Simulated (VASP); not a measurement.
Here is the system:

```cif
data_Cs
_chemical_formula_sum 'Cs1'
_space_group_name_H-M_alt 'P 1'
_space_group_IT_number 1
_cell_length_a 5.55935
_cell_length_b 5.55935
_cell_length_c 5.55935
_cell_angle_alpha 109.471
_cell_angle_beta 109.471
_cell_angle_gamma 109.471
loop_
_space_group_symop_operation_xyz
  'x, y, z'
loop_
_atom_site_label
_atom_site_type_symbol
_atom_site_fract_x
_atom_site_fract_y
_atom_site_fract_z
_atom_site_occupancy
Cs1 Cs 0.00000 0.00000 0.00000 1
```

All values below come from RPBE GGA, VASP's PBE PAW potentials (set 64) (plane waves; VASP). Numerical set-up: 520 eV cut-off, 8×8×8 Γ-centred mesh, first-order Methfessel-Paxton smearing of 0.10 eV, potentials Cs_sv.

**Question.** Give the energy at these volumes per atom, relative to the lowest: 123.43, 127.37, 131.31, 135.25, 139.19 Å³.

**Answer.** 3.3, 0.9, 0.0, 0.3, 1.7 meV/atom. A third-order Birch-Murnaghan fit gives B0 = 1.6 GPa and B0′ = 3.2.

Measured: bulk modulus 2.1 GPa at 0 K (computed value off by -21.8 %), as given by H. Levämäki et al., Physical Review B (2014), arXiv:1402.3671 [corrected for temperature and zero-point phonon effects]; a 6.039 Å at 0 K (computed value off by +6.3 %), as given by Gábor I. Csonka et al., Physical Review B (2009), arXiv:0903.4037 [low-temperature or extrapolated to 0 K; zero-point anharmonic expansion removed].

The compound is Cs in the bcc structure. It was relaxed first, which changed the volume by +17 %.
